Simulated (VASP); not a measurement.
Given:

```yaml
crystal:
  lattice:
    - [3.10507, 0.00000, 0.00000]
    - [-1.55254, 2.68907, 0.00000]
    - [0.00000, 0.00000, 2.89247]
  atoms:
    - { symbol: Zr, position: [0.00000, 0.00000, 0.00000] }
    - { symbol: N, position: [0.66667, 0.33333, 0.50000] }
```

Computed with PBEsol GGA with spin-orbit coupling, VASP's PBE PAW potentials (set 64) (plane waves; VASP 6.6.1). Settings: 520 eV cut-off, 12×12×11 Γ-centred mesh, Gaussian smearing of 0.050 eV, potentials Zr_sv N.

Task: Give the energies of bands 11 to 23 at the high-symmetry points, in eV from the Fermi level.

Result: 
```tsv
band	Γ	M	K	A	L	H
11	-3.43	-5.90	-5.08	-6.69	-5.41	-6.47
12	-3.43	-5.90	-5.07	-6.69	-5.41	-6.47
13	-3.42	-3.19	-4.08	-2.66	-4.34	-4.85
14	-3.42	-3.19	-3.91	-2.66	-4.34	-4.72
15	-2.32	-2.00	-3.21	-2.64	-4.28	-2.06
16	-2.32	-2.00	-3.20	-2.64	-4.28	-2.06
17	-1.31	-1.83	0.94	1.08	1.14	0.91
18	-1.31	-1.83	1.01	1.08	1.14	0.94
19	2.96	4.33	2.08	1.19	4.79	4.77
20	2.96	4.33	2.08	1.19	4.79	4.84
21	4.53	4.38	2.79	3.74	5.68	6.04
22	4.53	4.38	2.84	3.74	5.68	6.04
23	4.58	5.57	3.55	3.88	7.06	7.14
```

It has no gap at this level: it comes out as a metal or semimetal.

The structure was generated: ZrN was put into the WC type (P-6m2), which need not be its known phase. It was relaxed first.
